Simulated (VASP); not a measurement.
# Pressure and energy of tetragonal In (I4/mmm) under even scaling of the cell, PBEsol static lattice

We calculate how the pressure and energy of tetragonal indium respond when the cell is made evenly smaller or larger. Indium serves as a soft solder, seal and thermal interface layer, and its resistance to a change of volume enters any estimate of the stress in such a joint. The calculations use PBEsol for a static lattice, with the axial ratio held fixed. Volume changes are measured from the fitted minimum of the energy at 25.56 Å³ per atom, and energies from the lowest point of the series. The pressure is the mean over the three directions, since the stress along the tetragonal axis differs slightly from that in the plane. Positive pressure means that the cell is compressed; negative pressure means that it is stretched and would contract if released.

## Calculations

A cell from a diffraction database, relaxed at this level and then scaled evenly, fractional positions kept. VASP 6.6.1, plane waves with PAW, PBEsol, cutoff 400 eV, k mesh 11×11×11, no spin polarisation, no spin-orbit coupling, static lattice. A Birch-Murnaghan fit to the energies has its minimum at 25.56 Å³ per atom.

Notes on method and selection:

- The pressure is that of a finite plane-wave basis, so it need not vanish exactly at the minimum of the energy.
- Only series whose fit has its minimum inside the range and an error under 0.5 meV per atom are shown.
- Where rows or columns differ in functional or spin-orbit coupling, non-spherical gradient terms in the PAW spheres (LASPH) may be on in some and off in others.
- Runs that did not converge, have known faults or may not be shown are not listed, and runs on Ansatz's PAW sets soft_1 and soft_2 are kept to separate tables.

Columns:

- volume change (%): volume relative to the fitted equilibrium volume.
- pressure (GPa): pressure from the stress tensor (positive: compressed).
- energy (meV/atom): energy per atom above the lowest point of the series.

Input lines of one member:

```
PREC = Accurate
ENCUT = 400
EDIFF = 1E-06
NELM = 100
ISMEAR = 1
SIGMA = 0.2
LREAL = .FALSE.
ALGO = Normal
GGA = PS
NBANDS = 12
LORBIT = 11
KPAR = 2
ISIF = 2
```

Command (options for logging and memory left out): `mpirun -np 2 vasp_std`

## The series

| member | volume change (%) | pressure (GPa) | energy (meV/atom) |
| --- | --- | --- | --- |
| 23.96 Å³ | −6.23 | 3.37 | 16.13 |
| 24.47 Å³ | −4.24 | 2.12 | 7.14 |
| 24.98 Å³ | −2.24 | 1.02 | 1.90 |
| 25.49 Å³ | −0.25 | 0.03 | 0.00 |
| 26.00 Å³ | 1.75 | −0.85 | 1.05 |
| 26.51 Å³ | 3.74 | ? | ? |
| 27.02 Å³ | 5.74 | −2.30 | 10.77 |

Cells marked ? are withheld until the estimate has been made.

Least-squares fits to the members shown, with x = volume change (%); R² and errors in the fitted variable (y, or ln y where the fit is in ln y):

| y | members | fit | R² | rms residual | leave-one-out rms | the same for the mean of the others |
| --- | --- | --- | --- | --- | --- | --- |
| pressure (GPa) | 6 | y = −0.09003 − 0.4654 x + 0.01415 x² | 1.00 | 0.010 | 0.041 | 2.2 |
| energy (meV/atom) | 6 | y = −0.1677 − 0.2208 x + 0.3758 x² | 1.00 | 0.32 | 1.4 | 7.0 |

## Mechanism

Among the members shown, the pressure falls steadily from the smallest cell to the largest, and it falls more slowly as the cell grows. Between the two most compressed members the slope is (2.12 − 3.37) / (6.23 − 4.24) = −0.63 GPa per percent of volume; between 26.00 and 27.02 Å³ it is (−2.30 + 0.85) / (5.74 − 1.75) = −0.36 GPa per percent. Across the minimum, from 24.98 to 26.00 Å³, it is (−0.85 − 1.02) / (1.75 + 2.24) = −0.47 GPa per percent, which corresponds to a bulk modulus $B = -V\,dP/dV$ of about 47 GPa at this level.

The energy shows the same asymmetry. Divided by the square of the volume change, it is 16.13 / 6.23² = 0.42 meV per atom and squared percent at the compressed end, but 10.77 / 5.74² = 0.33 at the stretched end. A purely harmonic solid would give the same number on both sides.

The reason lies in how the competing energies of a simple metal scale with volume. The kinetic energy of the valence electrons rises on compression roughly as $V^{-2/3}$, while the electrostatic attraction that binds electrons and ions deepens only as about $V^{-1/3}$. Overlap of the ion cores adds a still steeper repulsion. Compression therefore stiffens the metal and expansion softens it. The columns show the change in stiffness, though not the share of each term.

The pressure does not vanish at the minimum of the energy. Interpolation to zero volume change gives 0.03 − 0.88 × 0.25 / 2.00 = −0.08 GPa. This has the sign expected of a finite plane-wave basis, whose stress is taken at a fixed set of plane waves and so comes out slightly too low. The offset matters for small pressures near equilibrium, but hardly for the slopes.

## Prediction

Plain estimates from the members shown:

- 26.51 Å³, fit at x = 3.74: −1.63 GPa
- 26.51 Å³, straight-line interpolation between 26.00 Å³ and 27.02 Å³: w = (3.74 − 1.75) / (5.74 − 1.75) = 0.499, so −0.85 + 0.499 × (−2.30 − (−0.85)) = −1.57 GPa

The member at 26.51 Å³ lies midway between two shown neighbours. The straight line between them gives −1.57 GPa, which must be too high, because the pressure curve bends upward and its chord runs above it. The curvature has to be included.

We use a parabola through the two neighbours and the next smaller cell, at 25.49 Å³. The volumes are spaced by 0.51 Å³, with one step missing, so the parabola reduces to

$$P(26.51) = P(26.00) + \tfrac{1}{3}\left[P(27.02) - P(25.49)\right].$$

This gives −0.85 + (−2.30 − 0.03) / 3 = −1.63 GPa, in agreement with the quadratic fit to all six members.

The same formula can be tried on two shown members with the same pattern of neighbours. For 25.49 Å³ it gives 1.02 + (−0.85 − 2.12) / 3 = 0.03 GPa, equal to the tabled value. For 24.98 Å³ it gives 2.12 + (0.03 − 3.37) / 3 = 1.01 GPa, against 1.02 GPa in the table. The misses are thus at most about 0.01 GPa, which we take as the error. The basis offset is already contained in the neighbouring pressures, so no further shift is applied.

**Committed estimate, 26.51 Å³: pressure = −1.63 ± 0.01 GPa.**

## How the estimate fared

| member | volume change (%) | pressure (GPa) | energy (meV/atom) |
| --- | --- | --- | --- |
| 26.51 Å³ | 3.74 | −1.62 | 4.74 |

| member | estimate | pressure (GPa) | computed | estimate − computed | miss in error bars |
| --- | --- | --- | --- | --- | --- |
| 26.51 Å³ | committed | −1.63 | −1.62 | −0.01 | 1.0 |
| 26.51 Å³ | fit | −1.63 | −1.62 | −0.01 |  |
| 26.51 Å³ | interpolation | −1.57 | −1.62 | +0.05 |  |

The computed pressure at 26.51 Å³ is −1.62 GPa, and our estimate of −1.63 GPa lies 0.01 GPa below it, at the edge of the error bar. The quadratic fit did equally well. The straight line between the neighbours missed by 0.05 GPa on the high side, as expected of a chord drawn over a curve that bends upward. Our own miss is no larger than the rounding of the pressures that entered the formula.

The argument from curvature therefore held. With the new member in place, the slope weakens from (−1.62 + 0.85) / (3.74 − 1.75) = −0.39 GPa per percent below 26.51 Å³ to (−2.30 + 1.62) / 2.00 = −0.34 above it, so the metal goes on softening as it is stretched. This fits the picture of repulsive terms that fade faster with volume than the attractive ones, but a smooth interpolation would have worked for any mechanism that gives a smooth curve.

## Where the trend breaks

Least-squares fits to the whole series, with x = volume change (%); R² and errors in the fitted variable (y, or ln y where the fit is in ln y):

| y | members | fit | R² | rms residual | leave-one-out rms | the same for the mean of the others |
| --- | --- | --- | --- | --- | --- | --- |
| pressure (GPa) | 7 | y = −0.08811 − 0.4649 x + 0.01415 x² | 1.00 | 0.010 | 0.027 | 2.2 |
| energy (meV/atom) | 7 | y = −0.09525 − 0.2038 x + 0.3758 x² | 1.00 | 0.33 | 0.89 | 6.3 |

Largest departures from the fit to the whole series:

| member | pressure (GPa) | fit | computed − fit | in rms residuals |
| --- | --- | --- | --- | --- |
| 24.47 Å³ | 2.12 | 2.14 | −0.02 | 1.7 |
| 23.96 Å³ | 3.37 | 3.36 | +0.01 | 1.2 |
| 27.02 Å³ | −2.30 | −2.29 | −0.01 | 0.9 |
| 26.51 Å³ | −1.62 | −1.63 | +0.01 | 0.9 |

None of the members stands out. The largest departure from the quadratic fit, at 24.47 Å³, is −0.02 GPa on a pressure of 2.12 GPa. In order of volume the listed departures are positive, negative, positive and negative, the pattern that a small cubic term left out of the fit would produce. They call for no separate physical cause.

## Closing remarks

Between −6.23 and +5.74 % in volume, a quadratic in the volume change describes the pressure with a leave-one-out error of 0.027 GPa, against 2.2 GPa for the mean of the others. A new volume inside this range can be estimated to a few hundredths of a GPa.

For small loads near equilibrium, the linear term of the fit is enough. An added hydrostatic pressure of 0.10 GPa (100 MPa) shrinks the volume by 0.10 / 0.4649 = 0.22 %, or about 0.07 % in each length, with the axial ratio fixed.

Thermal motion, which a static lattice leaves out, matters far more than the error of the fit. At room temperature it expands indium by very roughly 2 % in volume. With the linear slope above, this is equivalent to a thermal pressure of about +1 GPa at fixed volume. Thermal expansion also softens the metal.

[Logs are printed without paths, hosts, clocks, repeated set-up lines and the standing remarks that a program may print on its own settings, such as how far it seeks lower states.]
